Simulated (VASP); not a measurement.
Data:

```xyz
3
Lattice="0.0000 2.9032 2.9032 2.9475 -0.0442 2.9475 2.9475 2.9475 -0.0442" Properties=species:S:1:pos:R:3 pbc="T T T"
Pb     2.9475     2.9475    -0.0442
F      1.4737     1.4516     1.4516
F      4.4212     4.3549     4.3549
```

Method: PBEsol GGA, VASP's PBE PAW potentials (set 64) (plane waves; VASP). Settings: 600 eV cut-off, 6×6×6 Γ-centred mesh, Gaussian smearing of 0.050 eV, potentials Pb_d F.

Question: Estimate the energy per atom (σ→0), largest force.

Answer: 
```yaml
energy per atom (σ→0): -4.978 eV/atom
largest_force: 0.00330 Ry/bohr
```

The absolute energy has meaning only against runs of the same code, potentials and settings.

The compound is PbF2 in the fluorite structure, the β form. This cell was strained or had an atom moved on purpose.
